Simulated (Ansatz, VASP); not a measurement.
**Ta (Ta(100) film of 2 layers): VASP beside Ansatz**

Aim: how closely do two programs agree when they are given the same cell, functional and k mesh? The cell is taken from a series of runs on this material, whose earlier steps may have relaxed, scaled, displaced or heated it; both programs get it as it stands.

Main program and level: Ansatz 0.2.0; plane waves, with VASP 6.6.1 beside it; zone-centre phonons at PBEsol.

## Step 1: Starting point

The cell holds 2 atoms: 2 Ta. Its edges and angles: a = 2.685 Å, b = 2.685 Å, c = 28.446 Å, α = 90.0°, β = 90.0°, γ = 90.0°. It derives from Ta. Vacuum lies along c.

Structure file:

```xyz
2
Lattice="2.6846 0.0000 0.0000 0.0000 2.6846 0.0000 0.0000 0.0000 28.4459" Properties=species:S:1:pos:R:3
Ta    0.0000    0.0000    5.2140
Ta    1.3423    1.3423    7.4410
```

## Step 2: VASP: zone-centre phonons, PBEsol

Second derivatives magnify differences that forces hide, and they need a tight electronic threshold.

Lines of VASP's logs that name or quote its potential files are left out, and so is its time.

File INCAR:

```
SYSTEM = Ta
PREC = Accurate
ENCUT = 500
EDIFF = 1E-08
NELM = 120
ISMEAR = 1
SIGMA = 0.2
LREAL = .FALSE.
ALGO = Normal
GGA = PS
NBANDS = 17
LASPH = .TRUE.
LORBIT = 11
LWAVE = .FALSE.
LCHARG = .FALSE.
ISIF = 2
IBRION = 8
GGA_COMPAT = .FALSE.
NELMDL = -8
KPAR = 2
```

File POSCAR:

```
Ta
1.0
    2.6846159873      0.0000000000      0.0000000000
    0.0000000000      2.6846159873      0.0000000000
    0.0000000000      0.0000000000     28.4459017258
Ta
2
Direct
    0.0000000000      0.0000000000      0.1832942297
    0.5000000000      0.5000000000      0.2615853218
```

File KPOINTS:

```
Automatic mesh
0
Gamma
6 6 1
0 0 0
```

PAW data sets: Ta_pv (PBE family, release 64).

Command:

```sh
$ mpirun -np 2 vasp_std
```

Numbers of over 12 decimals in the logs are rounded to 6 here.

What it wrote:

```text
[banner, memory and clock lines left out]
running    2 mpi-ranks, on    1 nodes
 distrk:  each k-point on    1 cores,    2 groups
 distr:  one band on    1 cores,    1 groups

 POSCAR found type information on POSCAR Ta
 POSCAR found :  1 types and       2 ions
|                                                                             |
|               ----> ADVICE to this user running VASP <----                  |
|                                                                             |
|     You enforced a specific xc type in the INCAR file but a different       |
|     [... a line on the potential file left out ...]
|     I HOPE YOU KNOW WHAT YOU ARE DOING!                                     |
|                                                                             |

 LDA part: xc-table for (Slater+PW92), standard interpolation
 POSCAR, INCAR and KPOINTS ok, starting setup
 FFT: planning ... GRIDC
 FFT: planning ... GRID_SOFT
 FFT: planning ... GRID
 WAVECAR not read
 entering main loop
       N       E                     dE             d eps       ncg     rms          rms(c)
DAV:   1     0.119629659319E+03    0.11963E+03   -0.11738E+04   436   0.960E+02
DAV:   2    -0.185974961819E+02   -0.13823E+03   -0.13690E+03   478   0.230E+02
DAV:   3    -0.240827384283E+02   -0.54852E+01   -0.53683E+01   444   0.435E+01
DAV:   4    -0.241638123525E+02   -0.81074E-01   -0.80622E-01   438   0.595E+00
DAV:   5    -0.241667619182E+02   -0.29496E-02   -0.29487E-02   476   0.874E-01
DAV:   6    -0.241668800668E+02   -0.11815E-03   -0.11814E-03   462   0.130E-01
DAV:   7    -0.241668830774E+02   -0.30106E-05   -0.30103E-05   469   0.186E-02
DAV:   8    -0.241668831818E+02   -0.10441E-06   -0.10451E-06   478   0.324E-03    0.194E+01
DAV:   9    -0.225919379169E+02    0.15749E+01   -0.49921E+00   382   0.125E+01    0.927E+00
DAV:  10    -0.223616622309E+02    0.23028E+00   -0.76068E-01   411   0.667E+00    0.903E-01
DAV:  11    -0.223548918964E+02    0.67703E-02   -0.28914E-02   436   0.133E+00    0.340E-01
DAV:  12    -0.223529077841E+02    0.19841E-02   -0.68304E-03   433   0.439E-01    0.121E-01
DAV:  13    -0.223533461960E+02   -0.43841E-03   -0.52250E-04   390   0.115E-01    0.533E-02
DAV:  14    -0.223538270631E+02   -0.48087E-03   -0.48745E-04   385   0.895E-02    0.277E-02
[...]
DAV:  20    -0.223550087926E+02   -0.23863E-04   -0.18248E-06   375   0.271E-03    0.944E-04
DAV:  21    -0.223550285660E+02   -0.19773E-04   -0.10608E-06   375   0.373E-03    0.852E-04
DAV:  22    -0.223550327901E+02   -0.42241E-05   -0.13728E-07   389   0.251E-03    0.179E-04
DAV:  23    -0.223550358397E+02   -0.30496E-05   -0.10097E-07   292   0.831E-04    0.126E-04
DAV:  24    -0.223550366355E+02   -0.79580E-06   -0.28914E-08   276   0.364E-04    0.287E-05
DAV:  25    -0.223550367663E+02   -0.13077E-06   -0.25500E-09   276   0.195E-04    0.393E-05
DAV:  26    -0.223550368064E+02   -0.40159E-07   -0.98249E-10   235   0.140E-04    0.601E-06
DAV:  27    -0.223550368086E+02   -0.21882E-08   -0.50078E-11   217   0.597E-05
   1 F= -.22355037E+02 E0= -.22352052E+02  d E =-.895449E-02
 Linear response reoptimize wavefunctions to high precision
DAV:   1    -0.223550368093E+02   -0.72578E-09   -0.37815E-11   239   0.324E-05
DAV:   2    -0.223550368092E+02    0.10186E-09    0.37178E-11   209   0.107E-05
DAV:   3    -0.223550368093E+02   -0.27285E-10    0.35343E-11   206   0.468E-06
 Linear response DOF=           2
 Linear response progress:
  Degree of freedom:   1/  2
       N       E                     dE             d eps       ncg     rms          rms(c)
RMM:   1    -0.117615482388E+00   -0.11762E+00    0.13661E+01   573   0.252E+01
RMM:   2    -0.148377726403E+00   -0.30762E-01   -0.33700E-02   854   0.147E+00    0.148E-01
RMM:   3    -0.147285114416E+00    0.10926E-02   -0.41388E-03   901   0.361E-01    0.728E-02
RMM:   4    -0.146582324596E+00    0.70279E-03   -0.51465E-04  1014   0.148E-01    0.332E-02
RMM:   5    -0.146407584283E+00    0.17474E-03   -0.65141E-05  1048   0.446E-02    0.279E-02
RMM:   6    -0.146345221972E+00    0.62362E-04   -0.47552E-05   978   0.295E-02    0.144E-02
RMM:   7    -0.146303178822E+00    0.42043E-04   -0.40873E-06   989   0.125E-02    0.164E-03
RMM:   8    -0.146303497551E+00   -0.31873E-06   -0.64560E-07  1119   0.432E-03    0.717E-04
RMM:   9    -0.146303844916E+00   -0.34736E-06   -0.34824E-06  1055   0.151E-03    0.194E-04
RMM:  10    -0.146304228160E+00   -0.38324E-06   -0.12885E-06  1088   0.821E-04    0.102E-04
RMM:  11    -0.146304689107E+00   -0.46095E-06   -0.68163E-07  1071   0.577E-04    0.205E-05
RMM:  12    -0.146304734910E+00   -0.45803E-07   -0.46234E-07  1109   0.436E-04    0.102E-05
RMM:  13    -0.146304791512E+00   -0.56602E-07   -0.22285E-07  1073   0.374E-04    0.441E-06
RMM:  14    -0.146304816008E+00   -0.24496E-07   -0.13458E-07  1143   0.336E-04    0.312E-06
RMM:  15    -0.146304832948E+00   -0.16939E-07   -0.79901E-08  1092   0.315E-04    0.125E-06
RMM:  16    -0.146304843380E+00   -0.10433E-07   -0.54482E-08  1033   0.300E-04    0.964E-07
RMM:  17    -0.146304848047E+00   -0.46664E-08   -0.27970E-08   936   0.291E-04    0.615E-07
 first order change of Fermi-energy  -0.21177E-02
 force on displaced ion       1 direction 1 :  -1.242   0.000   0.004
 Linear response progress:
  Degree of freedom:   2/  2
       N       E                     dE             d eps       ncg     rms          rms(c)
RMM:   1    -0.251036481735E+00   -0.25104E+00    0.12435E+01   354   0.251E+01
RMM:   2    -0.286147967603E+00   -0.35111E-01   -0.46651E-02   534   0.166E+00    0.231E-01
RMM:   3    -0.288735731262E+00   -0.25878E-02   -0.46463E-03   592   0.369E-01    0.293E-01
RMM:   4    -0.285948298365E+00    0.27874E-02   -0.23471E-03   614   0.225E-01    0.134E-01
RMM:   5    -0.285497680924E+00    0.45062E-03   -0.27158E-04   575   0.105E-01    0.319E-02
RMM:   6    -0.285302469624E+00    0.19521E-03   -0.55524E-05   585   0.427E-02    0.105E-02
RMM:   7    -0.285280132100E+00    0.22338E-04   -0.94449E-06   643   0.162E-02    0.519E-03
RMM:   8    -0.285285275057E+00   -0.51430E-05   -0.52096E-07   586   0.617E-03    0.142E-03
RMM:   9    -0.285287772169E+00   -0.24971E-05   -0.11432E-06   598   0.300E-03    0.627E-04
RMM:  10    -0.285286695652E+00    0.10765E-05   -0.29520E-07   627   0.166E-03    0.287E-04
RMM:  11    -0.285287892486E+00   -0.11968E-05   -0.30775E-07   645   0.100E-03    0.168E-04
RMM:  12    -0.285287814120E+00    0.78366E-07   -0.68943E-08   607   0.812E-04    0.130E-04
RMM:  13    -0.285287917127E+00   -0.10301E-06   -0.14085E-07   638   0.552E-04    0.540E-05
RMM:  14    -0.285288280098E+00   -0.36297E-06   -0.48173E-09   638   0.574E-04    0.969E-05
RMM:  15    -0.285288086230E+00    0.19387E-06   -0.27648E-08   638   0.414E-04    0.322E-05
RMM:  16    -0.285288010424E+00    0.75806E-07   -0.46011E-08   674   0.354E-04    0.122E-05
RMM:  17    -0.285287981378E+00    0.29046E-07   -0.61095E-08   658   0.315E-04    0.207E-05
RMM:  18    -0.285287964997E+00    0.16381E-07   -0.43172E-08   670   0.292E-04    0.252E-05
RMM:  19    -0.285287945731E+00    0.19266E-07   -0.48101E-08   678   0.270E-04    0.194E-05
RMM:  20    -0.285287948173E+00   -0.24418E-08   -0.28906E-08   668   0.257E-04    0.936E-06
 first order change of Fermi-energy   0.60627E+00
 force on displaced ion       1 direction 3 :  -0.000  -0.000  -4.908
 Linear response finished
```

From OUTCAR (step 2):

```text
ion  position               nearest neighbor table
   1  0.000  0.000  0.183-   2 2.93   2 2.93   2 2.93   2 2.93
   2  0.500  0.500  0.262-   1 2.93   1 2.93   1 2.93   1 2.93

  LATTYP: Found a simple tetragonal cell.
 ALAT       =     2.6846159873
 C/A-ratio  =    10.5958922469

 Subroutine GETGRP returns: Found 16 space group operations
 (whereof  8 operations were pure point group operations)

The static configuration has the point symmetry C_4v.
 The point group associated with its full space group is D_4h.

 Found     10 irreducible k-points:

   k-points           NKPTS =     10   k-points in BZ     NKDIM =     10   number of bands    NBANDS=     17

   dimension x,y,z NGX =    20 NGY =   20 NGZ =  210
   dimension x,y,z NGXF=    40 NGYF=   40 NGZF=  420

   ENCUT  =  500.0 eV  36.75 Ry    6.06 a.u.   4.89  4.89 51.86*2*pi/ulx,y,z

   NELECT =      22.0000    total number of electrons

 k-points in reciprocal lattice and weights: Automatic mesh
   0.00000000  0.00000000  0.00000000       0.028
   0.16666667  0.00000000  0.00000000       0.111
   0.33333333  0.00000000  0.00000000       0.111
   0.50000000  0.00000000  0.00000000       0.056
   0.16666667  0.16666667  0.00000000       0.111
   0.33333333  0.16666667  0.00000000       0.222
   0.50000000  0.16666667  0.00000000       0.111
   0.33333333  0.33333333  0.00000000       0.111
   0.50000000  0.33333333  0.00000000       0.111
   0.50000000  0.50000000  0.00000000       0.028

 average (electrostatic) potential at core
       1 -44.9189       2 -44.9189

  Total       -0.0615358     -0.0615358      0.8503794      0.0000000      0.0000000      0.0000000
  in kB       -0.4808998     -0.4808998      6.6456778      0.0000000      0.0000000      0.0000000
  external PRESSURE =       1.8946260 kB  Pullay stress =       0.0000000 kB

  energy-cutoff  :      500.00
  volume of cell :      205.01
      direct lattice vectors                 reciprocal lattice vectors
     2.684615987  0.000000000  0.000000000     0.372492753  0.000000000  0.000000000
     0.000000000  2.684615987  0.000000000     0.000000000  0.372492753  0.000000000
     0.000000000  0.000000000 28.445901726     0.000000000  0.000000000  0.035154449

 POSITION                                       TOTAL-FORCE (eV/Angst)
 -----------------------------------------------------------------------------------
      0.00000      0.00000      5.21397         0.000000      0.000000     -0.387204
      1.34231      1.34231      7.44103        -0.000000      0.000000      0.387204
 -----------------------------------------------------------------------------------
    total drift:                                0.000000      0.000000      0.000022

 Eigenvectors and eigenvalues of the dynamical matrix
 ----------------------------------------------------

   1 f  =    3.641201 THz    22.878342 2PiTHz  121.457398 cm-1    15.058791 meV
             X         Y         Z           dx          dy          dz
      0.000000  0.000000  5.213970     0.000000    0.000000   -0.707107
      1.342308  1.342308  7.441030    -0.000000    0.000000    0.707107

   2 f  =    1.831909 THz    11.510224 2PiTHz   61.105909 cm-1     7.576164 meV
             X         Y         Z           dx          dy          dz
      0.000000  0.000000  5.213970     0.707107   -0.000000    0.000000
      1.342308  1.342308  7.441030    -0.707107    0.000000    0.000000

   3 f  =    1.831909 THz    11.510224 2PiTHz   61.105909 cm-1     7.576164 meV
             X         Y         Z           dx          dy          dz
      0.000000  0.000000  5.213970     0.000000    0.707107    0.000000
      1.342308  1.342308  7.441030     0.000000   -0.707107    0.000000

   4 f  =    0.000000 THz     0.000000 2PiTHz    0.000000 cm-1     0.000000 meV
             X         Y         Z           dx          dy          dz
      0.000000  0.000000  5.213970    -0.000000    0.000000    0.707107
      1.342308  1.342308  7.441030     0.000000    0.000000    0.707107

   5 f/i=    0.000000 THz     0.000000 2PiTHz    0.000000 cm-1     0.000000 meV
             X         Y         Z           dx          dy          dz
      0.000000  0.000000  5.213970    -0.000000   -0.707107    0.000000
      1.342308  1.342308  7.441030    -0.000000   -0.707107    0.000000

   6 f/i=    0.000000 THz     0.000000 2PiTHz    0.000001 cm-1     0.000000 meV
             X         Y         Z           dx          dy          dz
      0.000000  0.000000  5.213970     0.707107   -0.000000   -0.000000
      1.342308  1.342308  7.441030     0.707107   -0.000000    0.000000

 ELASTIC MODULI CONTR FROM IONIC RELAXATION (kBar)
 Direction    XX          YY          ZZ          XY          YZ          ZX
 --------------------------------------------------------------------------------
 XX        -345.7881   -345.7881   -247.0907      0.0000     -0.0000     -0.0000
 YY        -345.7881   -345.7881   -247.0907      0.0000     -0.0000     -0.0000
 ZZ        -247.0907   -247.0907   -176.5643      0.0000     -0.0000     -0.0000
 XY           0.0000      0.0000      0.0000      0.0000      0.0000      0.0000
 YZ          -0.0000     -0.0000     -0.0000      0.0000   -110.6090     -0.0000
 ZX          -0.0000     -0.0000     -0.0000      0.0000     -0.0000     -8.0003
 --------------------------------------------------------------------------------
```

[end of part 1 of 2]

[Lines on the potential files, build, host, timing and source positions are cut from VASP's logs without a mark.]

[Logs are printed without paths, hosts, clocks, repeated set-up lines and the standing remarks that a program may print on its own settings, such as how far it seeks lower states.]

[Hosts, paths, dates, database ids (printed as entryN), source tags and the programs' standing remarks are cut or masked in the printed files.]
